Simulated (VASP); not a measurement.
# Ta3Si3N (R-3m) in VASP: a series of runs

Runs on Ta3Si3N. Level: PBE. Tasks: relaxation of cell and atoms.

Program: VASP 6.6.1. These are calculated values, not measurements. Logs are shortened: lines on timing, memory, paths and dates and some standing lists are left out, and cuts for length are marked.

## (1) The crystal as given

Symmetry: R-3m, No. 166, trigonal system. Conventional cell: a = 5.251 Å, b = 5.251 Å, c = 13.532 Å, α = 90.00°, β = 90.00°, γ = 120.00°. Ta (site symmetry 2/m) is surrounded by 4 Ta at 2.63 Å and 4 Si at 2.72 Å and 2 N at 2.72 Å. Around Si (site symmetry 2/m) lie 4 Si at 2.63 Å and 2 N at 2.63 Å and 4 Ta at 2.72 Å. N (site symmetry -3m) has 6 Si at 2.63 Å and 6 Ta at 2.72 Å as nearest neighbours.

The cell was built by a generator and needn't be a form met in nature.

## (2) Relaxation of cell and atoms, PBE

File INCAR:

```
SYSTEM = Ta3Si3N
ALGO = Fast
EDIFF = 1E-4
EDIFFG = -0.08
ENCUT = 520
GGA = PE
IBRION = 2
ISIF = 3
ISMEAR = 0
KPAR = 2
LASPH = .True.
LCHARG = .False.
LREAL = .False.
LWAVE = .False.
NELM = 60
NSW = 24
PREC = Normal
SIGMA = 0.15
```

File KPOINTS:

```
k-points
0
Gamma
  3 3 3
  0 0 0
```

File POSCAR:

```
Ta3Si3N
1.0
    2.6256935900      1.5159449000      4.5106423000
   -2.6256935900      1.5159449000      4.5106423000
    0.0000000000     -3.0318898000      4.5106423000
Ta Si N
3 3 1
Direct
    0.5000000000      0.0000000000      0.0000000000
    0.0000000000      0.0000000000      0.5000000000
    0.0000000000      0.5000000000      0.0000000000
    0.0000000000      0.5000000000      0.5000000000
    0.5000000000      0.5000000000      0.0000000000
    0.5000000000      0.0000000000      0.5000000000
    0.0000000000      0.0000000000      0.0000000000
```

Potentials or basis: VASP PAW PBE potentials, release 64 (Ta_pv, Si, N).

Run with:

```bash
> cat potpaw_PBE.64/Ta_pv/POTCAR potpaw_PBE.64/Si/POTCAR potpaw_PBE.64/N/POTCAR > POTCAR
> mpirun -np 2 vasp_std > vasp.out
```

OUTCAR:

```text
SYSTEM = Ta3Si3N
   EDIFF = 1E-4
   EDIFFG = -0.08
   ENCUT = 520
   GGA = PE
   IBRION = 2
   ISIF = 3
   ISMEAR = 0
   LASPH = .True.
   LREAL = .False.
   NELM = 60
   NSW = 24
   PREC = Normal

 ion  position               nearest neighbor table
   1  0.500  0.000  0.000-   2 2.63   2 2.63   3 2.63   3 2.63   6 2.72   6 2.72   5 2.72   5 2.72

   2  0.000  0.000  0.500-   1 2.63   3 2.63   3 2.63   1 2.63   4 2.72   4 2.72   6 2.72   6 2.72

   3  0.000  0.500  0.000-   2 2.63   2 2.63   1 2.63   1 2.63   4 2.72   4 2.72   5 2.72   5 2.72

   4  0.000  0.500  0.500-   5 2.63   5 2.63   6 2.63   6 2.63   3 2.72   3 2.72   2 2.72   2 2.72

   5  0.500  0.500  0.000-   4 2.63   6 2.63   6 2.63   4 2.63   1 2.72   1 2.72   3 2.72   3 2.72

   6  0.500  0.000  0.500-   5 2.63   5 2.63   4 2.63   4 2.63   1 2.72   1 2.72   2 2.72   2 2.72

   7  0.000  0.000  0.000-

  LATTYP: Found a trigonal (rhomboedric) cell.
 ALAT       =     5.4349102777
 COS(alpha) =     0.5331973366

  Lattice vectors:

 A1 = (   2.6256935900,   1.5159449000,   4.5106423000)
 A2 = (  -2.6256935900,   1.5159449000,   4.5106423000)
 A3 = (   0.0000000000,  -3.0318898000,   4.5106423000)

Analysis of symmetry for initial positions (statically):
=====================================================================
 Subroutine PRICEL returns:
 Original cell was already a primitive cell.

 Routine SETGRP: Setting up the symmetry group for a
 trigonal (rhombohedral) supercell.

 Subroutine GETGRP returns: Found 12 space group operations
 (whereof 12 operations were pure point group operations)
 out of a pool of 12 trial point group operations.

The static configuration has the point symmetry D_3d.

Analysis of symmetry for dynamics (positions and initial velocities):
=====================================================================
 Subroutine PRICEL returns:
 Original cell was already a primitive cell.

 Routine SETGRP: Setting up the symmetry group for a
 trigonal (rhombohedral) supercell.

 Subroutine GETGRP returns: Found 12 space group operations
 (whereof 12 operations were pure point group operations)
 out of a pool of 12 trial point group operations.

The dynamic configuration has the point symmetry D_3d.

 Subroutine INISYM returns: Found 12 space group operations
 (whereof 12 operations are pure point group operations),
 and found     1 'primitive' translations

----------------------------------------------------------------------------------------

                                     Primitive cell

  volume of cell :     107.7251
[... 87 lines left out ...]
   ISYM   =      2    0-nonsym 1-usesym 2-fastsym
   POTIM  = 0.5000    time-step for ionic-motion
   TEBEG  =    0.0;   TEEND  =   0.0 temperature during run
   PSTRESS=    0.0 pullay stress
   NELECT =      50.0000    total number of electrons
   NUPDOWN=      -1.0000    fix difference up-down
   EMIN   =  10.00;   EMAX   =-10.00  energy-range for DOS
   EFERMI =   0.00;   METHOD = LEGACY
   ISMEAR =     0;   SIGMA  =   0.15  broadening in eV -4-tet -1-fermi 0-gaus
   EFERMI_NEDOS =   21; number of points for ismear=-14 and -15
   IALGO  =     68    algorithm
   IMIX   =      4    mixing-type and parameters
     AMIX     =   0.40;   BMIX     =  1.00
     AMIX_MAG =   1.60;   BMIX_MAG =  1.00
  volume/ion in A,a.u.               =      15.39       103.85
  Fermi-wavevector in a.u.,A,eV,Ry     =   1.267533  2.395289 21.859649  1.606639
  Thomas-Fermi vector in A             =   2.400676
   LORBIT       =      0    0 simple, 1 ext, 2 COOP (PROOUT), +10 PAW based schemes
   GGA     = PE    functional components
   LHFCALC =     F    Hartree Fock is set to
   AEXX    =    0.0000 exact exchange contribution
   IVDW    =     0    specifies the selected vdW correction
   LEPSILON=     F    determine dielectric tensor
   LRPA    =     F    only Hartree local field effects (RPA)
 conjugate gradient relaxation of ions
 non-spin polarized calculation
 RMM-DIIS sequential band-by-band and
 Gauss-broadening in eV      SIGMA  =   0.15
  energy-cutoff  :      520.00
  volume of cell :      107.73
 maximum number of plane-waves:      2912
   NGX = 21   NGY = 21   NGZ = 21

--------------------------------------- Ionic step        1  -------------------------------------------

 number of electron      50.0000002 magnetization

 Free energy of the ion-electron system (eV)
  ---------------------------------------------------
  ext. energy  EPLUGINS =         0.00000000
  ---------------------------------------------------
  free energy    TOTEN  =       -54.68524279 eV

  energy without entropy =      -54.62921615  energy(sigma->0) =      -54.65722947

------------------------ aborting loop because EDIFF is reached ----------------------------------------

  FORCE on cell =-STRESS in cart. coord.  units (eV):
  Direction    XX          YY          ZZ          XY          YZ          ZX
  --------------------------------------------------------------------------------------
  -------------------------------------------------------------------------------------
  Total       11.7187962     11.7187962     -9.1598381      0.0000000     -0.0000000      0.0000000
  in kB      174.2916121    174.2916118   -136.2326742      0.0000000     -0.0000000      0.0000000
  external PRESSURE =      70.7835166 kB  Pullay stress =       0.0000000 kB
[... 104 lines left out ...]
  FREE ENERGIE OF THE ION-ELECTRON SYSTEM (eV)
  ---------------------------------------------------
  free  energy   TOTEN  =       -55.9004362040 eV

  energy  without entropy=      -55.8570121691  energy(sigma->0) =      -55.87872419

[... ionic steps 4 to 21 ...]

--------------------------------------- Ionic step       22  -------------------------------------------

 number of electron      50.0000036 magnetization

------------------------ aborting loop because EDIFF is reached ----------------------------------------
[... 77 lines left out ...]
--------------------------------------- Ionic step       24  -------------------------------------------

 number of electron      50.0000013 magnetization

 Free energy of the ion-electron system (eV)
  ---------------------------------------------------
  ext. energy  EPLUGINS =         0.00000000
  ---------------------------------------------------
  free energy    TOTEN  =       -57.83043610 eV

  energy without entropy =      -57.81522521  energy(sigma->0) =      -57.82283066

 E-fermi :   6.6262     XC(G=0): -11.2656

 val. band max:        6.4891840753   @ k =   0.0000   0.0000   0.0000
 cond. band min:       6.7993195760   @ k =   0.3333   0.3333   0.3333
 fundamental gap:      0.3101355007
 Fermi energy:         6.6261947656

 k-point     1 :       0.0000    0.0000    0.0000
  band No.  band energies     occupation
      1     -28.7639      2.00000
      2     -28.7494      2.00000
      3     -28.7494      2.00000
      4     -28.4266      2.00000
      5     -28.4185      2.00000
      6     -28.4185      2.00000
[... 221 lines left out ...]
  FREE ENERGIE OF THE ION-ELECTRON SYSTEM (eV)
  ---------------------------------------------------
  free  energy   TOTEN  =       -57.8304361029 eV

  energy  without entropy=      -57.8152252079  energy(sigma->0) =      -57.82283066

 reached required accuracy - stopping structural energy minimisation
```

CONTCAR:

```text
Ta3Si3N
   1.00000000000000
     3.4330821094480233    1.9820908780877908    2.8690062314367628
    -3.4330821094480233    1.9820908780877908    2.8690062314367628
     0.0000000000000000   -3.9641817561755817    2.8690062314367628
  Ta              Si              N
     3     3     1
Direct
     0.5000000000000000    0.0000000000000000    0.0000000000000000
     0.0000000000000000    0.0000000000000000    0.5000000000000000
     0.0000000000000000    0.5000000000000000    0.0000000000000000
     0.0000000000000000    0.5000000000000000    0.5000000000000000
     0.5000000000000000    0.5000000000000000    0.0000000000000000
     0.5000000000000000    0.0000000000000000    0.5000000000000000
     0.0000000000000000    0.0000000000000000    0.0000000000000000

  0.00000000E+00  0.00000000E+00  0.00000000E+00
  0.00000000E+00  0.00000000E+00  0.00000000E+00
  0.00000000E+00  0.00000000E+00  0.00000000E+00
  0.00000000E+00  0.00000000E+00  0.00000000E+00
  0.00000000E+00  0.00000000E+00  0.00000000E+00
  0.00000000E+00  0.00000000E+00  0.00000000E+00
  0.00000000E+00  0.00000000E+00  0.00000000E+00
```

Wall time 5.4 min (2 MPI ranks of Intel Xeon Platinum 8259CL at 2.50GHz (Skylake/Cascade Lake), shared host); peak memory 0.18 GiB.

Results:

- Free energy: -57.8304 eV
- Relaxed volume: 16.73 Å³/atom
- Relaxed cell: a = 4.893 Å, b = 4.893 Å, c = 4.893 Å, α = 89.11°, β = 89.11°, γ = 89.11°
- Space group after relaxing (to 0.05 Å): R-3m (No. 166)
- Energy gained by relaxing: 449.3 meV/atom
- Ionic steps: 24
- Pressure after relaxing: 0.2 GPa
- Band gap on the k mesh: none (metal or under the smearing width)

Step by step:
| step | energy change (eV) | largest force (eV/Å) | pressure (GPa) | volume (Å³) |
| --- | --- | --- | --- | --- |
| 1 | 0.0000 | 0.0000 | 7.08 | 107.73 |
| 2 | -1.2097 | 0.0000 | -6.61 | 117.89 |
| 3 | -1.2152 | 0.0000 | -6.98 | 118.32 |
| 4 | -1.3739 | 0.0000 | 6.85 | 108.83 |
| 5 | -1.4357 | 0.0000 | 1.26 | 112.17 |
| 6 | -1.4558 | 0.0000 | 0.51 | 113.01 |
| 7 | -1.5673 | 0.0000 | -1.98 | 115.44 |
| 8 | -1.9003 | 0.0000 | -5.11 | 119.75 |
| 9 | -2.4343 | 0.0000 | -9.18 | 125.86 |
| 10 | -1.1526 | 0.0000 | -13.68 | 125.44 |
| 11 | -2.6437 | 0.0000 | -10.17 | 126.82 |
| 12 | -2.7112 | 0.0000 | -10.71 | 127.16 |
| 13 | -2.6730 | 0.0000 | -10.42 | 126.96 |
| 14 | -2.6754 | 0.0000 | -10.45 | 127.02 |
| 15 | -2.6798 | 0.0000 | -10.65 | 127.19 |
| 16 | -2.6851 | 0.0000 | -11.01 | 127.52 |
| 17 | -2.6904 | 0.0000 | -11.07 | 127.46 |
| 18 | -2.7062 | 0.0000 | -10.88 | 127.26 |
| 19 | -2.7371 | 0.0000 | -10.52 | 126.87 |
| 20 | -2.7958 | 0.0000 | -9.78 | 126.08 |
| 21 | -2.9009 | 0.0000 | -8.20 | 124.52 |
| 22 | -3.0582 | 0.0000 | -5.06 | 121.42 |
| 23 | -3.1296 | 0.0000 | 2.74 | 115.34 |
| 24 | -3.1452 | 0.0000 | 0.23 | 117.14 |

Final structure:
```
CELL_PARAMETERS angstrom
3.43308 1.98209 2.86901
-3.43308 1.98209 2.86901
0.00000 -3.96418 2.86901
ATOMIC_POSITIONS crystal
Ta 0.50000 0.00000 0.00000
Ta 0.00000 0.00000 0.50000
Ta 0.00000 0.50000 0.00000
Si 0.00000 0.50000 0.50000
Si 0.50000 0.50000 0.00000
Si 0.50000 0.00000 0.50000
N 0.00000 0.00000 0.00000
```

Levels at points of the mesh, in eV from the Fermi level:
| k point | band 22 | band 23 | band 24 | band 25 | band 26 | band 27 | band 28 | band 29 |
| --- | --- | --- | --- | --- | --- | --- | --- | --- |
| (0.00, 0.00, 0.00) | -1.69 | -0.36 | -0.14 | -0.14 | 0.18 | 0.18 | 0.43 | 0.43 |

Caveat: the k mesh is coarse (spacing up to 0.49 Å⁻¹), so the values aren't converged; the relaxation stopped at a loose force limit of 0.08 eV/Å, so its end isn't a converged minimum. Spin-orbit coupling is left out, which matters for the levels of Ta.

[end of part 1 of 2]
